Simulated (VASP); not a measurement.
Consider the following.

```yaml
crystal:
  lattice:
    - [4.29526, 0.00000, 0.00000]
    - [0.00000, 4.29526, 0.00000]
    - [0.00000, 0.00000, 4.29526]
  atoms:
    - { symbol: Cu, position: [0.75000, 0.25000, 0.75000] }
    - { symbol: Cu, position: [0.25000, 0.75000, 0.75000] }
    - { symbol: Cu, position: [0.75000, 0.75000, 0.25000] }
    - { symbol: Cu, position: [0.25000, 0.25000, 0.25000] }
    - { symbol: O, position: [0.00000, 0.00000, 0.00000] }
    - { symbol: O, position: [0.50000, 0.50000, 0.50000] }
```

Level of theory: optB88-vdW, VASP's PBE PAW potentials (set 64) (plane waves; VASP). Settings: 520 eV cut-off, 5×5×5 Γ-centred mesh, Gaussian smearing of 0.050 eV, potentials Cu O.

### Question
Estimate the energy per atom (σ→0), band gap (on the k-mesh) with the smallest direct gap where there is one.

### Answer

```yaml
band gap (on the k-mesh): 0.58 eV
smallest direct gap (on the k-mesh): 0.58 eV
energy per atom (σ→0): -2.087 eV/atom
```

Only differences to runs with the same potentials and settings are physical.

The compound is Cu2O in the cuprite structure. It was relaxed first. The start is the result of an earlier pass.
